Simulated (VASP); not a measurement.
# Normal strain, in-plane stress and strain energy of hcp Zr under biaxial (0001) strain, PBEsol

A (0001)-textured zirconium film on a substrate with a different lattice spacing or thermal expansion is stretched or compressed in its plane, while its free surface lets the thickness adjust. Film stress, stored energy and layer spacing then all depend on the misfit, and a designer needs to know whether constant elastic moduli are enough to describe them. We calculate this response for bulk Zr with PBEsol on a static lattice, for in-plane strains from −2 % to +2 % and with the normal stress relaxed to zero. Strains and energies are measured against the crystal relaxed with the same functional. The normal strain at +2 % is estimated here from the other eight members.

## Computational details

The start is an entry of the ASE's table of reference states database. The crystal was relaxed with PBEsol. Equal strain is imposed in the (0001) plane; the strain along the normal is adjusted until the normal stress vanishes, and the atoms are relaxed with PBEsol. VASP 6.6.1, plane waves with PAW, cutoff 450 eV, no spin polarisation, no spin-orbit coupling, k mesh 21×21×12, static lattice. The same in all rows: band gap on the k mesh at PBEsol: 0.000 eV.

Notes on method and selection:

- Runs that did not converge, have known faults or may not be shown are not listed, and runs on Ansatz's PAW sets soft_1 and soft_2 are kept to separate tables.

Columns:

- strain (%): strain in the plane (tension positive).
- normal strain (%): strain along the normal.
- stress (GPa): in-plane stress, tension positive.
- strain energy (meV/atom): energy per atom above the relaxed crystal.

Input lines of one member:

```
PREC = Accurate
ENCUT = 450
EDIFF = 1E-07
NELM = 120
ISMEAR = 1
SIGMA = 0.15
LREAL = .FALSE.
ALGO = Normal
GGA = PS
NBANDS = 18
LASPH = .TRUE.
LORBIT = 11
KPAR = 2
IBRION = 1
NSW = 25
```

Command (options for logging and memory left out): `mpirun -np 2 vasp_std`

## Numbers

| member | strain (%) | normal strain (%) | stress (GPa) | strain energy (meV/atom) |
| --- | --- | --- | --- | --- |
| −2 % | −2.0 | 1.821 | −2.98 | 8.79 |
| −1.5 % | −1.5 | 1.331 | −2.28 | 5.03 |
| −1 % | −1.0 | 0.870 | −1.54 | 2.27 |
| −0.5 % | −0.5 | 0.433 | −0.76 | 0.58 |
| 0 % | 0.0 | 0.009 | 0.03 | 0.00 |
| +0.5 % | 0.5 | −0.392 | 0.82 | 0.55 |
| +1 % | 1.0 | −0.786 | 1.61 | 2.23 |
| +1.5 % | 1.5 | −1.170 | 2.38 | 5.01 |
| +2 % | 2.0 | ? | ? | ? |

Cells marked ? are withheld until the estimate has been made.

Least-squares fits to the members shown, with x = strain (%); R² and errors in the fitted variable (y, or ln y where the fit is in ln y):

| y | members | fit | R² | rms residual | leave-one-out rms | the same for the mean of the others |
| --- | --- | --- | --- | --- | --- | --- |
| normal strain (%) | 8 | y = 0.05181 − 0.8508 x | 1.00 | 0.040 | 0.061 | 1.1 |
| stress (GPa) | 8 | y = 0.04595 + 1.544 x | 1.00 | 0.031 | 0.047 | 2.0 |

## What drives the series

The normal strain falls at every step from compression to tension, because the crystal offsets part of the imposed change of area through its thickness. In linear elasticity, zero normal stress requires normal strain = −2(C₁₃/C₃₃) × in-plane strain. The ±0.5 % members give a slope of (−0.392 − 0.433) / 1.0 = −0.825, hence C₁₃/C₃₃ ≈ 0.41. Their stresses give the biaxial modulus, C₁₁ + C₁₂ − 2C₁₃²/C₃₃ = (0.82 + 0.76) / 0.010 = 158 GPa. These data fix only the two combinations, not the four constants separately. Symmetry fixes the fractional positions of the atoms, so no internal relaxation enters either value.

The strain energy should equal modulus × volume × strain². With a rough volume of 23 Å³ per atom this gives about 2.3 meV/atom at 1 %, in line with the tabulated 2.27 and 2.23 meV/atom.

The stress stays close to linear. Counted from the unstrained row, it amounts to (1.61 − 0.03) / 1.0 = 1.58 GPa per % at +1 % and (2.98 + 0.03) / 2.0 = 1.51 GPa per % at −2 %, about 5 % below the small-strain value. The energy confirms this mild softening in compression: 8.79 meV/atom at −2 %, against 4 × 2.27 = 9.08 for a parabola through the −1 % member.

The normal strain departs from linearity sooner. Its slope is −0.98 between −2 % and −1.5 %, but −0.77 between +1 % and +1.5 %. A likely cause is anharmonicity along the normal: in-plane tension brings the layers closer together, which stiffens the crystal against further contraction, and compression does the reverse. A single ratio C₁₃/C₃₃ therefore serves well within about ±1 %, and a quadratic term is needed beyond.

The unstrained row keeps 0.03 GPa and 0.009 %, a small remainder probably left by the initial relaxation or the finite plane-wave basis.

## Blind estimate

Plain estimates from the members shown:

- +2 %, fit at x = 2.0: −1.650 % (an extrapolation)

The straight-line estimate of −1.650 % is too negative, because it ignores the curvature. At +1.5 % the same line gives 0.05181 − 0.8508 × 1.5 = −1.224 %, already 0.054 below the calculated −1.170 %.

We instead continue the parabola through the last three members, which carries both the local slope and its change:

3 × (−1.170) − 3 × (−0.786) + (−0.392) = −1.544 %.

This amounts to a further step of −1.544 + 1.170 = −0.374, after steps of −0.394 and −0.384, and so continues the gradual stiffening along the normal. The stress column shows no abrupt change up to +1.5 % that would argue for another shift.

The same rule can be tried on the five shown members from −0.5 % to +1.5 %, each predicted from the three members before it. Calculated minus predicted values are −0.005, −0.011, +0.010, −0.016 and +0.003, an rms miss of 0.010. We take this as the standard deviation.

**Committed estimate, +2 %: normal strain = −1.544 ± 0.010 %.**

## Check

| member | strain (%) | normal strain (%) | stress (GPa) | strain energy (meV/atom) |
| --- | --- | --- | --- | --- |
| +2 % | 2.0 | −1.549 | 3.14 | 8.87 |

| member | estimate | normal strain (%) | computed | estimate − computed | miss in error bars |
| --- | --- | --- | --- | --- | --- |
| +2 % | committed | −1.544 | −1.549 | +0.005 | 0.5 |
| +2 % | fit | −1.650 | −1.549 | −0.101 |  |

The estimate of −1.544 % lies 0.005 above the computed −1.549 %, half an error bar away. The straight line missed by 0.101 in the other direction.

The argument that the contraction per step would keep shrinking held: the last step is −1.549 + 1.170 = −0.379, after −0.384. It shrank by 0.005 where we had assumed 0.010, so the curvature is fading on the tensile side.

Our explanation of the curvature needs correcting. We had put it down to stiffening along the normal. The normal stresses found while the thickness was being adjusted show that this stiffness rises only slightly from compression to tension. The slope, however, falls in size from 0.98 in the first interval to 0.379 / 0.5 = 0.76 in the last. Since the slope is −2C₁₃/C₃₃, most of the change must come from C₁₃, the coupling between in-plane strain and normal stress, which weakens as the plane is stretched.

## Exceptions

Least-squares fits to the whole series, with x = strain (%); R² and errors in the fitted variable (y, or ln y where the fit is in ln y):

| y | members | fit | R² | rms residual | leave-one-out rms | the same for the mean of the others |
| --- | --- | --- | --- | --- | --- | --- |
| normal strain (%) | 9 | y = 0.06300 − 0.8373 x | 1.00 | 0.046 | 0.066 | 1.2 |
| stress (GPa) | 9 | y = 0.04667 + 1.545 x | 1.00 | 0.030 | 0.042 | 2.2 |

Largest departures from the fit to the whole series:

| member | normal strain (%) | fit | computed − fit | in rms residuals |
| --- | --- | --- | --- | --- |
| −2 % | 1.821 | 1.738 | +0.083 | 1.8 |
| +2 % | −1.549 | −1.612 | +0.063 | 1.4 |
| 0 % | 0.009 | 0.063 | −0.054 | 1.2 |
| −0.5 % | 0.433 | 0.482 | −0.049 | 1.1 |

The largest departures from the straight line form a pattern and do not point to faulty members. Both ends lie above the line, −2 % by 0.083 and +2 % by 0.063, while the 0 % and −0.5 % members lie below it by 0.054 and 0.049. A line drawn through an upward-curving series leaves exactly these signs.

At −2 % the crystal expands along the normal by more than the line gives, because C₁₃ is larger in the compressed plane. At +2 % it contracts by less, because C₁₃ is smaller there. The departure is larger at −2 % because the slope changes faster under compression.

The 0 % member has a small offset of its own, 0.009 %. It raises the computed value and so cannot explain a departure of −0.054, which comes from the line's intercept of 0.063.

## Closing remarks

Counted from the unstrained row, the small-strain biaxial modulus of 158 GPa reproduces the stress to about 2 % at +2 % strain and 5 % at −2 %. The constant slope of −0.825 is less accurate for the normal strain, counted in the same way, with errors of about 6 % and 9 % at the same ends.

Within ±2 %, a parabola through the −2 %, 0 % and +2 % members does better:

normal strain (%) = 0.009 − 0.8425 x + 0.0318 x², with x the in-plane strain in %. The coefficients are (−1.549 − 1.821) / 4 = −0.8425 and ((1.821 − 1.549) / 2 − 0.009) / 4 = 0.0318.

It misses the other six members by at most 0.016, against an rms residual of 0.046 for the straight line.

For a 100 nm film at +1 %, the table gives a thinning of 0.79 nm and a force per width, stress times thickness, of 1.61 × 100 = 161 N/m (1 GPa nm is 1 N/m).

The main omission is plastic flow. Ordinary bulk zirconium yields at roughly a few tenths of a GPa, so the larger stresses here apply only to films in which dislocation motion and twinning are suppressed.

[Logs are printed without paths, hosts, clocks, repeated set-up lines and the standing remarks that a program may print on its own settings, such as how far it seeks lower states.]
